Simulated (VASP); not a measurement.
```
KCl
1.0
    0.00000     3.08775     3.08775
    3.08775     0.00000     3.08775
    3.08775     3.08775     0.00000
K Cl
1 1
Direct
  0.00000   0.00000   0.00000
  0.50000   0.50000   0.50000
```

Calculation: MS2 meta-GGA, VASP's PBE PAW potentials (set 64) (plane waves; VASP). Run with 520 eV cut-off, 7×7×7 Γ-centred mesh, Gaussian smearing of 0.050 eV, potentials K_sv Cl.

Q: Give the stress tensor in GPa (positive for a compressed cell).

A: 
```
1.39  0.00  0.00
0.00  1.39  0.00
0.00  0.00  1.39
```
The pressure is its mean diagonal, 1.39 GPa.

The compound is KCl in the rock salt structure. This cell is one point of a volume scan, at 0.94 of the reference volume.
